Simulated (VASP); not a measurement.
These are PBE GGA, VASP's PBE PAW potentials (set 64) (plane waves; VASP) values and carry that method's errors.

Input for VASP

### KPOINTS
```
Automatic mesh
0
Gamma
6 6 6
0 0 0
```

**INCAR**
```
SYSTEM = CsCl
PREC = Accurate; ENCUT = 400; LREAL = F
LASPH = T
EDIFF = 1E-6; NELM = 100; ALGO = Normal
LMAXMIX = 4
ISMEAR = 0; SIGMA = 0.1
GGA = PE
ISIF = 2
LWAVE = F; LCHARG = F
```

POSCAR:
```
CsCl
8.240
  0.5000000000   0.0000000000   0.0000000000
  0.0000000000   0.5000000000   0.0000000000
  0.0000000000   0.0000000000   0.5000000000
Cs Cl
1 1
Direct
  0.0000000000   0.0000000000   0.0000000000
  0.5000000000   0.5000000000   0.5000000000
```

POTCAR, in this order: Cs_sv Cl (PBE.64 set). Program: vasp_std.

Unless said otherwise, spin-orbit coupling is left out, though it shifts the bands of the heavy elements here.

Q: Predict the energy per atom (σ→0), pressure, band gap (on the k-mesh).

A: 
```
Quantity                          Result
------------------------  --------------
energy per atom (σ→0)     -3.263 eV/atom
band gap (on the k-mesh)         5.27 eV
pressure                        1.06 GPa
```

### OSZICAR
```
...
DAV:   6    -0.656910247712E+01    0.37101E+00   -0.63273E-01   540   0.461E+00    0.177E+00
DAV:   7    -0.652446819746E+01    0.44634E-01   -0.20508E-01   640   0.255E+00    0.105E+00
DAV:   8    -0.652528692404E+01   -0.81873E-03   -0.15850E-02   564   0.931E-01    0.136E-01
DAV:   9    -0.652567881169E+01   -0.39189E-03   -0.31695E-03   608   0.367E-01    0.115E-01
DAV:  10    -0.652582064385E+01   -0.14183E-03   -0.26920E-04   576   0.138E-01    0.190E-02
DAV:  11    -0.652583694287E+01   -0.16299E-04   -0.30152E-05   600   0.411E-02    0.574E-03
DAV:  12    -0.652583660070E+01    0.34218E-06   -0.84814E-06   580   0.185E-02
   1 F= -.65258366E+01 E0= -.65258366E+01  d E =-.389263E-10
```

The compound is CsCl in the CsCl type structure. The cell was not relaxed at this level. The run is one of a series of settings (SIGMA = 0.1 against the base run), some of them coarse on purpose.
